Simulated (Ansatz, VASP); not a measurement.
# One calculation of P2Se2O, two programs

```
CELL_PARAMETERS angstrom
3.67338 0.00000 0.00000
0.00000 3.67338 0.00000
0.00000 0.00000 6.99634
ATOMIC_POSITIONS crystal
P 0.50000 0.50000 0.00185
P 0.50000 0.50000 0.32650
Se 0.00000 0.00000 0.31444
Se 0.50000 0.50000 0.69119
O 0.00000 0.00000 0.05688
```

Alike in both runs: functional PBE; dispersion D3(BJ); k mesh 10 × 10 × 6; occupations gaussian, width 0.1 eV; no spin polarisation.

Ansatz relaxed the structure, and its values are those at the end. VASP's run is a single point on that final structure, the one shown.

|  | VASP | Ansatz |
| --- | --- | --- |
| version | VASP 6.6.1 | Ansatz 0.2.0 |
| potentials or method | VASP PAW PBE potentials, release 64 (P, Se, O) | scalar-relativistic, plane waves, PAW |
| plane-wave cutoff (eV) | 520 | 420 |
| valence electrons in the cell | 28 | 48 |

Ansatz gave:

```
gap on the k mesh at the Fermi level (eV) : none
pressure (GPa)                            : 0.0
rms of the force components (eV/Å)        : 0.001
```

Task: What did VASP give for the same quantities?

Result: gap on the k mesh at the Fermi level (eV): none; pressure (GPa): 0.1; rms of the force components (eV/Å): 0.057.

A gap of «none» marks a metal or a gap that the smearing closes. The two sets of potentials don't hold the same shells in valence.

Caveats: pairwise dispersion overbinds metals, which lowers pressure and volume.
